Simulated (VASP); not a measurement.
AlN:

```
Al N
1.0
     3.10669    0.00000    0.00000
    -1.55335    2.69048    0.00000
     0.00000    0.00000    4.97859
Al N
2 2
Direct
  0.33333 0.66667 0.99670
  0.66667 0.33333 0.49670
  0.33333 0.66667 0.37830
  0.66667 0.33333 0.87830
```

The cell was built by a generator and needn't be a form met in nature.

Base run:

| Quantity | Value |
| --- | --- |
| Program | VASP 6.6.1 |
| Functional | r2SCAN |
| Potentials or basis | VASP PAW PBE potentials, release 64 (Al, N) |
| Cutoff | 520 eV |
| k mesh | 6 × 6 × 4 |
| Occupations | gaussian, width 0.01 eV |
| Spin | no spin polarisation |

Its results: band gap on the k mesh 4.92 eV, direct; pressure -0.4 GPa; largest force 0.003 eV/Å.

Task: The run is repeated on the same cell with these changes: functional from r2SCAN to HSE06; k mesh from 6 × 6 × 4 to 6 × 6 × 2. What comes out?

Result: Band gap on the k mesh 5.60 eV, direct; pressure -0.9 GPa; largest force 0.009 eV/Å.

Several settings changed at once, so the effect can't be laid on one alone.

Caveats: some runs use coarse meshes; the PAW data sets were made with another functional, which shifts forces and pressure a little.

A k mesh can miss the band edges.

Not every run made on this cell is shown here.
